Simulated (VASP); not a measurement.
All values below come from LDA (Ceperley-Alder, Perdew-Zunger), VASP's LDA PAW potentials (set 64) (plane waves; VASP).

VASP input:

**POSCAR**
```
AlN
3.110
  0.5000000000  -0.8660254019   0.0000000000
  0.5000000000   0.8660254019   0.0000000000
  0.0000000000   0.0000000000   1.6012861736
Al N
2 2
Cartesian
  0.5000000000  -0.2886757113   0.8006430868
  0.5000000000   0.2886757113   0.0000000000
  0.5000000000  -0.2886757113   1.4123344051
  0.5000000000   0.2886757113   0.6116913183
```

### INCAR
```
SYSTEM=AlN
PREC=Accurate; ENCUT=400; LREAL=.False.
LASPH=.True.
EDIFF=1E-6; NELM=100; ALGO=Normal
ISMEAR=-1; SIGMA=0.02
ISIF=2
LWAVE=.False.; LCHARG=.False.
```

**KPOINTS**
```
Automatic mesh
0
Gamma
4 4 2
0 0 0
```

POTCAR, in this order: Al N (LDA.64 set). Program: vasp_std.

At this cut-off the stress carries a Pulay error, which pulls relaxed volumes low.

### Question
Estimate the energy per atom (σ→0), pressure.

### Answer

The energy per atom (σ→0) is -8.199 eV/atom and the pressure is -7.37 GPa.

File OSZICAR:
```
...
DAV:   6    -0.329248120445E+02    0.48917E+01   -0.17991E+01   220   0.315E+01    0.452E+00
DAV:   7    -0.328548968294E+02    0.69915E-01   -0.49539E-01   212   0.544E+00    0.286E+00
DAV:   8    -0.327993657254E+02    0.55531E-01   -0.72144E-02   204   0.279E+00    0.337E-01
DAV:   9    -0.327962120748E+02    0.31537E-02   -0.98137E-03   232   0.724E-01    0.211E-01
DAV:  10    -0.327963427402E+02   -0.13067E-03   -0.64502E-04   208   0.186E-01    0.106E-01
DAV:  11    -0.327963046023E+02    0.38138E-04   -0.10688E-04   212   0.839E-02    0.209E-02
DAV:  12    -0.327963045253E+02    0.76959E-07   -0.11775E-06   176   0.965E-03
   1 F= -.32796305E+02 E0= -.32796305E+02  d E =-.198820E-10
```

The structure is a typed AlN crystal. The cell was not relaxed at this level. The k-mesh is coarse (spacing up to 0.63 per Å, 2π included), so the numbers may not be converged in it. The run is one of a series of settings (KPOINTS 4×4×2 Γ-centred mesh against the base run), some of them coarse on purpose.
